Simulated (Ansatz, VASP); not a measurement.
# TiTl: VASP beside Ansatz

```xyz
4
Lattice="2.9849 0.0000 0.0000 0.0000 2.9849 0.0000 0.0000 0.0000 9.2035" Properties=species:S:1:pos:R:3 pbc="T T T"
Ti    0.0000    1.4925    5.5957
Ti    1.4925    0.0000    3.6078
Tl    0.0000    1.4925    1.1965
Tl    1.4925    0.0000    8.0070
```

The cell was built by a generator and needn't be a form met in nature.

Alike in both runs: task single point; functional PBE0; k mesh 4 × 4 × 1; occupations fermi-dirac, width 0.0984 eV; no spin polarisation.

|  | VASP | Ansatz |
| --- | --- | --- |
| version | VASP 6.6.1 | Ansatz 0.2.0 |
| potentials or method | VASP PAW PBE potentials, release 64 (Ti_sv, Tl_d) | PAW plane waves |
| plane-wave cutoff (eV) | 520 | 420 |
| valence electrons in the cell | 50 | 50 |

Ansatz gave:

- pressure (GPa): 3.4
- largest component of the traceless stress (GPa): 0.57
- rms of the force components (eV/Å): 1.122

**Question.** What did VASP give for the same quantities?

**Answer.** Pressure (GPa): 1.8; largest component of the traceless stress (GPa): 1.33; rms of the force components (eV/Å): 1.118.

Atom by atom the forces differ by 0.017 eV/Å (rms over components). Ansatz warned: «filled_band_counts_differ_across_k_points».

Caveats: the k mesh is coarse (spacing up to 0.68 Å⁻¹), so the values aren't converged, least of all with exact exchange; the PAW data sets were made with another functional, which shifts forces and pressure a little (VASP). The runs have no spin-orbit coupling, so splittings on Tl are missing.
